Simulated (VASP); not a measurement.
Data:

```yaml
crystal:
  lattice:
    - [0.00000, 2.68000, 2.68000]
    - [2.68000, 0.00000, 2.68000]
    - [2.68000, 2.68000, 0.00000]
  atoms:
    - { symbol: Co, position: [0.00000, 0.00000, 0.00000] }
    - { symbol: Si, position: [0.25000, 0.25000, 0.25000] }
    - { symbol: Si, position: [0.75000, 0.75000, 0.75000] }
```

Method: PBE GGA, VASP's PBE PAW potentials (set 64) (plane waves; VASP). Settings: 400 eV cut-off, 8×8×8 Γ-centred mesh, first-order Methfessel-Paxton smearing of 0.10 eV, potentials Co Si.

**Question.** Predict the energy per atom (σ→0), band gap (on the k-mesh) with the smallest direct gap where there is one.

**Answer.** 
| Property | Value |
|---|---|
| band gap (on the k-mesh) | none (metal, semimetal or under 0.01 eV) |
| energy per atom (σ→0) | -6431 meV/atom |

Total energies compare only between runs with the same potentials, cut-off and functional.

The compound is CoSi2 in the fluorite structure. The cell was not relaxed at this level. The run is not spin-polarised, so no magnetic state was tried. The electron count is odd and the run is not spin-polarised, which forces a metal.
